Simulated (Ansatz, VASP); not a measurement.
# LaCoPO: VASP beside Ansatz

Aim: how closely do two programs agree when they are given the same cell, functional and k mesh? The cell is taken from a series of VASP runs on this material, whose earlier steps may have relaxed, scaled or displaced it; both programs get it as it stands. Other levels of theory on this material are compared in a session of their own.

Method: plane waves, with VASP 6.6.1 beside it; band structure at LDA, DFT+U, in Ansatz 0.2.0.

## (1) The structure

The structure is tetragonal, space group P4/nmm (No. 129). Conventional cell: a = 3.908 Å, b = 3.908 Å, c = 8.013 Å, α = 90.00°, β = 90.00°, γ = 90.00°. Nearest to La lie 4 O at 2.32 Å. Nearest to Co lie 4 P at 2.16 Å. Nearest to P lie 4 Co at 2.16 Å. O has 4 La at 2.32 Å nearest. Farther neighbours and most contacts between anions are not listed.

## (2) Ansatz: band structure, LDA, DFT+U

Ansatz runs on its default PAW (the set named soft_2) files.

A single point gives forces, pressure and levels at one fixed geometry, so differences don't come from the geometry; what else differs is listed under the comparison.

The input, input.yaml:

```yaml
crystal:
  lattice:
    - [3.9084862103, 0.0, 0.0]
    - [0.0, 3.9084862103, 0.0]
    - [0.0, 0.0, 8.0129748136]
  atoms:
    - { symbol: La, position: [0.0, 0.5, 0.8438019325], spin: -0.003 }
    - { symbol: La, position: [0.5, 0.0, 0.1561980675], spin: -0.003 }
    - { symbol: Co, position: [0.5, 0.5, 0.5], spin: 0.764 }
    - { symbol: Co, position: [0.0, 0.0, 0.5], spin: 0.764 }
    - { symbol: P, position: [0.5, 0.0, 0.6157386906], spin: -0.012 }
    - { symbol: P, position: [0.0, 0.5, 0.3842613094], spin: -0.012 }
    - { symbol: O, position: [0.0, 0.0, 0.0], spin: -0.001 }
    - { symbol: O, position: [0.5, 0.5, 0.0], spin: -0.001 }
hamiltonian:
  xc: lda
  pseudopotentials: { kind: paw }
  hubbard: { sites: [{ species: Co, l: d, u_eff: 5.0 }] }
magnetization:
  spin_polarized: true
kpoints:
  mp_grid: { grid: [6, 6, 3] }
  band_path:
    path:
      - [0.0, 0.0, 0.0]
      - [0.0, 0.13636, 0.0]
      - [0.0, 0.31818, 0.0]
      - [0.0, 0.5, 0.0]
      - [0.09091, 0.5, 0.0]
      - [0.27273, 0.5, 0.0]
      - [0.45455, 0.5, 0.0]
      - [0.45455, 0.45455, 0.0]
      - [0.27273, 0.27273, 0.0]
      - [0.09091, 0.09091, 0.0]
      - [0.0, 0.0, 0.0]
      - [0.0, 0.0, 0.18182]
      - [0.0, 0.0, 0.36364]
      - [0.0, 0.0, 0.5]
      - [0.0, 0.13636, 0.5]
      - [0.0, 0.31818, 0.5]
      - [0.0, 0.5, 0.5]
      - [0.09091, 0.5, 0.5]
      - [0.27273, 0.5, 0.5]
      - [0.45455, 0.5, 0.5]
      - [0.45455, 0.45455, 0.5]
      - [0.27273, 0.27273, 0.5]
      - [0.09091, 0.09091, 0.5]
      - [0.0, 0.5, 0.0]
      - [0.0, 0.5, 0.18182]
      - [0.0, 0.5, 0.36364]
      - [0.0, 0.5, 0.5]
      - [0.5, 0.5, 0.13636]
      - [0.5, 0.5, 0.31818]
      - [0.5, 0.5, 0.5]
    npoints: 1
scf:
  occupations: { method: gaussian, width: 0.05 }
  n_extra_bands: 12
output:
  forces: true
  stress: true
  eigenvalues: true
```

The run is started by

```console
$ ansatz run input.yaml --threads 4 --pin off --max-ram 9216MiB --backend cpu --events-out ev --progress --plain --runs-dir out
```

Numbers of over 12 decimals in the logs are rounded to 6 here.

The log of the run:

```text
Warning: where an SCF of this run starts from atoms to list the orders of its open shells, La (sites 0, 1, from 0) starts with -0.13 μB on its 4f shell, in the place of the -0.00 μB that the deck gives it: an open f shell starts with all that it can hold by Hund's first rule. To start from spheres of the given moment, type scf.initial_density.shell_occupations: []
La: projections on atomic orbitals take those of the free atom [Kr 4d10] 4f0 5s2 5p6 5d1 6s2, of charge +0.00 (hamiltonian.pseudopotentials.projection_atoms); the dataset's partial waves leave at most 1.9e-5 of an orbital's norm unspanned inside its sphere
Co: projections on atomic orbitals take those of the free atom [Ne] 3s2 3p6 3d7 4s2, of charge +0.00 (hamiltonian.pseudopotentials.projection_atoms); the dataset's partial waves leave at most 1.4e-6 of an orbital's norm unspanned inside its sphere
P: projections on atomic orbitals take those of the free atom [Ne] 3s2 3p3, of charge +0.00 (hamiltonian.pseudopotentials.projection_atoms); the dataset's partial waves leave at most 1.0e-7 of an orbital's norm unspanned inside its sphere
O: projections on atomic orbitals take those of the free atom [He] 2s2 2p4, of charge +0.00 (hamiltonian.pseudopotentials.projection_atoms); the dataset's partial waves leave at most 1.9e-8 of an orbital's norm unspanned inside its sphere
scf.n_extra_bands = 12 over 39 filled bands (N_el = 78.0): the run solves 51 bands
Engine: ansatz 0.2.0, aarch64-unknown-linux-gnu
Pseudopotentials: kind: paw
Pseudopotential: La, paw, valence charge 11, recommended cutoff 420 eV (normal), La.paw.azcp
Pseudopotential: Co, paw, valence charge 17, recommended cutoff 420 eV (normal), Co.paw.azcp
Pseudopotential: P, paw, valence charge 5, recommended cutoff 420 eV (normal), P.paw.azcp
Pseudopotential: O, paw, valence charge 6, recommended cutoff 420 eV (normal), O.paw.azcp
Functional definition: SPW92
  exchange = slater_x
  correlation = pw_c
Crystal: 8 atoms, lattice volume = 122.408 Å³
Basis set: ecut = 420 eV, 2419 PW (Γ)
Bands: 51, of which v1, the nominal top of the filled ones, is band 39 counted from 1 (38 counted from 0)
Symmetry: 16 space group operations
Space group: P4/nmm (ITA 129), of the structure as read, at distance tolerance 5.0e-5 Å
Magnetic group: BNS 129.411 (UNI 1071), of the structure as read, at distance tolerance 5.0e-5 Å
k-points: 20 of 108
Non-local potential: La, projectors of the file, l = 0: 3, l = 1: 2, l = 2: 2, l = 3: 3
Non-local potential: Co, projectors of the file, l = 0: 3, l = 1: 2, l = 2: 3, l = 3: 1
Non-local potential: P, projectors of the file, l = 0: 2, l = 1: 2, l = 2: 2
Non-local potential: O, projectors of the file, l = 0: 2, l = 1: 2, l = 2: 1
PAW form: soft (Blöchl's): semilocal exchange-correlation on the pseudo side does not see the compensation charge
PAW frozen core: La, regenerated for the run's functional, and the local potential with it (the file was generated under x = pbe(κ = 0.804, μ = 0.219515), c = pbe(β = 0.066725))
PAW frozen core: Co, regenerated for the run's functional, and the local potential with it (the file was generated under x = pbe(κ = 0.804, μ = 0.219515), c = pbe(β = 0.066725))
PAW frozen core: P, regenerated for the run's functional, and the local potential with it (the file was generated under x = pbe(κ = 0.804, μ = 0.219515), c = pbe(β = 0.066725))
PAW frozen core: O, regenerated for the run's functional, and the local potential with it (the file was generated under x = pbe(κ = 0.804, μ = 0.219515), c = pbe(β = 0.066725))
PAW one-centre angular grid: La, 590 points (default); XC on 64 Gauss nodes
PAW one-centre angular grid: Co, 590 points (default); XC on 64 Gauss nodes
PAW one-centre angular grid: P, 110 points (default); XC on 64 Gauss nodes
PAW one-centre angular grid: O, 110 points (default); XC on 64 Gauss nodes
Initial density: superposition of atomic densities (chi_scale 0.1, normalization cell, long waves kept (reshape's long-wave potential 0.55 eV rms))
Starting moments: Σ|m| = 1.56 μB on 8 of 8 sites
Initial wavefunctions: pseudopotential atomic-orbital guess
Functional: x = slater, c = lda
SCF iter   1: F=—  HF=-24848.870719 eV  |F-HF|=—  |Δ(HF+E_count)|=         —  Δρ=1.22e-1 (↑7.86e-2 ↓1.22e-1)  dr2=9.27e1  dr2_m=9.01e-1  M=0.334 μB ∫|m|=0.612 μB  β_m=0.30  ethr=3.10e-3  ⟨swp⟩=7.2  Hψ=8954  notcnv=0  defer=5
preconditioner: auto → Kerker (q_TF=auto, 2.531 Å⁻¹)  [metal: Δε(μ)=0.021 eV  Ē_g=9.794 eV  σ=0.050 eV  W_gap=0.23  n_scr=38 (ndim 8)  ℏωp=25.6 eV  f_vac=0.000  D(μ)=4.27/eV (n_scr^D=38)]
spin=Collinear: Kerker preconditioning applied to the charge; magnetization (m = ρ↑ − ρ↓) channel mixes plain (no charge-response kernel on spin).
SCF iter   2: F=—  HF=-24846.191091 eV  |F-HF|=—  |Δ(HF+E_count)|=    2.68e0  Δρ=6.70e-2 (↑4.71e-2 ↓6.70e-2)  dr2=8.43e0  dr2_m=2.19e-1  M=1.386 μB ∫|m|=1.511 μB  β_m=0.30  ethr=3.10e-3  ⟨swp⟩=3.9  Hψ=4941  notcnv=0  defer=241
SCF iter   3: F=—  HF=-24845.178444 eV  |F-HF|=—  |Δ(HF+E_count)|=    1.01e0  Δρ=1.96e-2 (↑1.77e-2 ↓1.96e-2)  dr2=5.58e0  dr2_m=3.14e-2  M=1.348 μB ∫|m|=1.373 μB  β_m=0.30  ethr=3.10e-3  ⟨swp⟩=3.0  Hψ=4253  notcnv=0  defer=257
[...]
greatest PAW one-centre occupation: 1.003 electrons in one spin orbital (limit 2), on the Co atom at site 3 (counted from 0), in its partial waves of l = 1
Starting moments: Σ|m| = 7.766 μB on 8 of 8 sites
[...]
preconditioner: auto → Kerker (q_TF=auto, 2.531 Å⁻¹)  [metal: Δε(μ)=0.018 eV  Ē_g=9.926 eV  σ=0.050 eV  W_gap=0.20  n_scr=38 (ndim 8)  ℏωp=25.6 eV  f_vac=0.000  D(μ)=6.42/eV (n_scr^D=54)]
spin=Collinear: Kerker preconditioning applied to the charge; magnetization (m = ρ↑ − ρ↓) channel mixes plain (no charge-response kernel on spin).
[...]
spin-set hold released at iteration 10 (site moments contracting): the magnetisation degrees of freedom join the quasi-Newton model from the next iteration; the mixer history was flushed
[...]
SCF iter  12: F=—  HF=-24844.581302 eV  |F-HF|=—  |Δ(HF+E_count)|=   7.56e-2  Δρ=4.53e-3 (↑3.84e-3 ↓4.53e-3)  dr2=2.91e-3  dr2_m=1.94e-2  M=1.403 μB ∫|m|=1.775 μB  β_m=0.61  ethr=7.39e-6  ⟨swp⟩=3.0  Hψ=3913  notcnv=0  defer=262
SCF iter  13: F=—  HF=-24844.589963 eV  |F-HF|=—  |Δ(HF+E_count)|=   8.66e-3  Δρ=1.33e-3 (↑1.23e-3 ↓1.33e-3)  dr2=4.94e-3  dr2_m=1.32e-4  M=1.391 μB ∫|m|=1.669 μB  β_m=0.63  ethr=3.73e-6  ⟨swp⟩=2.3  Hψ=3600  notcnv=0  defer=262
SCF iter  14: F=—  HF=-24844.589679 eV  |F-HF|=—  |Δ(HF+E_count)|=   2.84e-4  Δρ=3.02e-4 (↑2.94e-4 ↓3.02e-4)  dr2=6.20e-4  dr2_m=6.43e-5  M=1.391 μB ∫|m|=1.667 μB  β_m=0.77  ethr=3.73e-6  ⟨swp⟩=2.0  Hψ=2687  notcnv=0  defer=262
SCF iter  15: F=—  HF=-24844.589754 eV  |F-HF|=—  |Δ(HF+E_count)|=   7.48e-5  Δρ=2.52e-4 (↑8.51e-5 ↓2.52e-4)  dr2=3.13e-4  dr2_m=1.78e-5  M=1.391 μB ∫|m|=1.665 μB  β_m=0.88  ethr=7.95e-7  ⟨swp⟩=1.6  Hψ=2114  notcnv=0  defer=262
SCF iter  16: F=—  HF=-24844.589758 eV  |F-HF|=—  |Δ(HF+E_count)|=   3.95e-6  Δρ=3.18e-4 (↑2.85e-4 ↓3.18e-4)  dr2=4.90e-4  dr2_m=6.19e-7  M=1.391 μB ∫|m|=1.661 μB  β_m=0.78  ethr=4.01e-7  ⟨swp⟩=2.2  Hψ=2794  notcnv=0  defer=262
SCF iter  17: F=—  HF=-24844.589704 eV  |F-HF|=—  |Δ(HF+E_count)|=   5.42e-5  Δρ=1.25e-4 (↑1.12e-4 ↓1.25e-4)  dr2=8.13e-5  dr2_m=3.81e-7  M=1.391 μB ∫|m|=1.661 μB  β_m=0.66  ethr=4.01e-7  ⟨swp⟩=2.0  Hψ=2346  notcnv=0  defer=262
SCF iter  18: F=—  HF=-24844.589695 eV  |F-HF|=—  |Δ(HF+E_count)|=   8.79e-6  Δρ=4.48e-5 (↑4.30e-5 ↓4.48e-5)  dr2=4.77e-6  dr2_m=7.36e-7  M=1.391 μB ∫|m|=1.662 μB  β_m=0.83  ethr=1.04e-7  ⟨swp⟩=2.0  Hψ=2489  notcnv=0  defer=262
SCF iter  19: F=—  HF=-24844.589697 eV  |F-HF|=—  |Δ(HF+E_count)|=   1.44e-6  Δρ=1.86e-5 (↑1.86e-5 ↓5.36e-6)  dr2=5.85e-7  dr2_m=8.49e-8  M=1.391 μB ∫|m|=1.662 μB  β_m=0.84  ethr=6.12e-9  ⟨swp⟩=2.0  Hψ=3339  notcnv=0  defer=262
SCF iter  20: F=—  HF=-24844.589697 eV  |F-HF|=—  |Δ(HF+E_count)|=   1.08e-7  Δρ=1.01e-5 (↑1.01e-5 ↓1.01e-5)  dr2=3.77e-7  dr2_m=6.05e-9  M=1.391 μB ∫|m|=1.662 μB  β_m=0.92  ethr=7.50e-10  ⟨swp⟩=2.1  Hψ=3224  notcnv=0  defer=262
SCF iter  21: F=-24844.589697 eV  HF=-24844.589697 eV  |F-HF|=3.91e-9  |Δ(HF+E_count)|=   1.93e-8  Δρ=1.88e-6 (↑1.75e-6 ↓1.88e-6)  dr2=9.96e-9  dr2_m=3.21e-10  M=1.391 μB ∫|m|=1.662 μB  ethr=1.28e-10  ⟨swp⟩=2.9  Hψ=5110  notcnv=0
SCF 2 converged in 21 iterations: F = -24844.589697 eV  dr2 = 9.96e-9
NSCF: frozen V_eff on 30 k-points
SCF converged after 24 iterations
an eigenvalue changed by more than its tolerance at an iteration that met the thresholds in force, so the SCF went on 1 time: the last check found none over its tolerance
Magnetization: 1.3911 μB (39.6956 up, 38.3044 down)
Absolute magnetization: 1.6625 μB (∫|ρ↑−ρ↓|, with the PAW one-centre terms)
Spin contamination: 0.0827 ħ² per cell (⟨S²⟩ above its minimum at these occupations)
Per-site moments (μB) at R_I (Å): [(-0.000186773, 0.957284), (-0.000186773, 0.957284), (0.736955, 0.892294), (0.736955, 0.892294), (-0.018408, 0.892294), (-0.018408, 0.892294), (-0.00107229, 0.957284), (-0.00107229, 0.957284)]
Free energy (F): -24844.589697 eV
Harris-Foulkes:  -24844.589697 eV  (|F-HF|=5.15e-9)
Internal energy: -24844.588620 eV  (E = F + TS)
E sigma→0 (E₀):  -24844.589158 eV
Entropy (-TS):   -0.001076 eV (-0.135 meV/atom)
Fermi energy:    12.787773 eV
--- Per-component energies (eV) ---
  E_band       = -600.669066
  E_kinetic    = 1808.705354
  E_local      = -10507.873012  (includes V_loc(G=0)·N_el)
  E_nonlocal   = 1306.109613
  E_hartree    = 4536.455374
  E_xc         = -867.853598
  E_vxc        = -1023.451966  (∫ρ·V_xc dr)
  E_hubbard    = 6.387587  (on-site DFT+U / exact-exchange correction)
  E_vhub       = -27.832487  (the Hubbard potential's part of the band-sum identity)
  E_paw        = -14782.729884  (= ΣΔE_a)
  E_vpaw       = -1229.234530  (= ΣTr[D̂ρ^β])
  E_aug_tail   = 0.005012  (compensation charges beyond the density's cutoff)
  E_ewald      = -6345.705546
  E_core_change = 1.910480  (= ΣΔE_core)
  E_smearing   = -0.001076  (= −TS)
  E_closure    = -0.000000  (closes the sum)
  Σ components = -24844.589697   (vs F -24844.589697, Δ=0.00e0)
--- Forces (eV/Å), atoms counted from 1 ---
  atom   1  La     0.00000000     0.00000000     0.13111968
  atom   2  La    -0.00000000     0.00000000    -0.13111968
  atom   3  Co    -0.00000000     0.00000000     0.00000000
  atom   4  Co     0.00000000     0.00000000    -0.00000000
  atom   5  P      0.00000000     0.00000000     0.40852799
  atom   6  P     -0.00000000     0.00000000    -0.40852799
  atom   7  O     -0.00000000     0.00000000    -0.00000000
  atom   8  O      0.00000000     0.00000000     0.00000000
  max |Σ_I F_I| component: 1.11e-16 eV/Å
--- Stress (GPa, compression-positive) ---
        2.989082       0.000000       0.000000
        0.000000       2.989082      -0.000000
        0.000000      -0.000000       1.911040
  P = ⅓ Tr σ = 2.6297 GPa (26.297 kbar)
--- Band table (eV; the first three rows and the last of 40) ---
  k-point 0 ↑: bands = [... 35 lower, 10.4837, 11.3972, 11.3972, 12.0003, 14.6417, 14.8126, 15.1589, 15.3051, ... 8 higher]
  k-point 1 ↑: bands = [... 35 lower, 10.4835, 11.4060, 11.4060, 12.2382, 14.4746, 14.5639, 15.1226, 15.1724, ... 8 higher]
  k-point 2 ↑: bands = [... 35 lower, 10.3450, 10.8884, 11.7701, 12.0398, 14.1687, 14.7578, 14.9580, 15.0280, ... 8 higher]
  k-point 19 ↓: bands = [... 35 lower, 11.1957, 11.3347, 11.3347, 11.8082, 11.8082, 14.3331, 14.3331, 15.9234, ... 8 higher]
Occupation matrices written to <dir>
```

It took 31 s on 4 threads of Arm Neoverse V1, shared host; peak memory 0.8 GiB; 1.9 min of CPU time.

(Continued in part 2 of 2.)

[Lines on the potential files, build, host, timing and source positions are cut from VASP's logs without a mark.]

[Logs are printed without paths, hosts, clocks, repeated set-up lines and the standing remarks that a program may print on its own settings, such as how far it seeks lower states.]

[Hosts, paths, dates, database ids (printed as entryN), source tags and the programs' standing remarks are cut or masked in the printed files.]
